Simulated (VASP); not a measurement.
NiSb is modelled in the hexagonal space group P6₃/mmc (No. 194), the NiAs type structure, Pearson symbol hP4. Cell: a = b = 3.915 Å, c = 5.075 Å, α = β = 90.00°, γ = 120.00°. Ni on 2a sees 2 Ni at 2.538 Å and 6 Sb at 2.592 Å. Sb on 2c sees 6 Ni at 2.592 Å. (Neighbours: up to the widest gap in distance over summed covalent radii, below 1.35, at either atom; cation-cation and far metal-metal contacts left out.)

Method: PBEsol GGA, VASP's PBE PAW potentials (set 64) (plane waves; VASP 6.6.1). Numerical set-up: 480 eV cut-off, 8×8×6 Γ-centred mesh, first-order Methfessel-Paxton smearing of 0.10 eV, potentials Ni Sb.

Each relaxation starts from this cell; other phases were not tried.

**Question.** The cell is relaxed at 1 GPa. What happens?

**Answer.** The volume per atom goes from 16.84 to 16.72 Å³ (-0.7 %), and the cell becomes a = 3.906 Å, b = 3.906 Å, c = 5.064 Å, α = 90.00°, β = 90.00°, γ = 120.00°, space group P6_3/mmc.

**Question.** The cell is relaxed at 20 GPa. What happens?

**Answer.** The volume per atom goes from 16.84 to 14.99 Å³ (-11.0 %), and the cell becomes a = 3.770 Å, b = 3.770 Å, c = 4.874 Å, α = 90.00°, β = 90.00°, γ = 120.00°, space group P6_3/mmc.

Failed runs are left out, and for metals the shear rows, which the mesh's noise covers.

The compound is NiSb in the NiAs type structure. The run is not spin-polarised, so no magnetic state was tried.
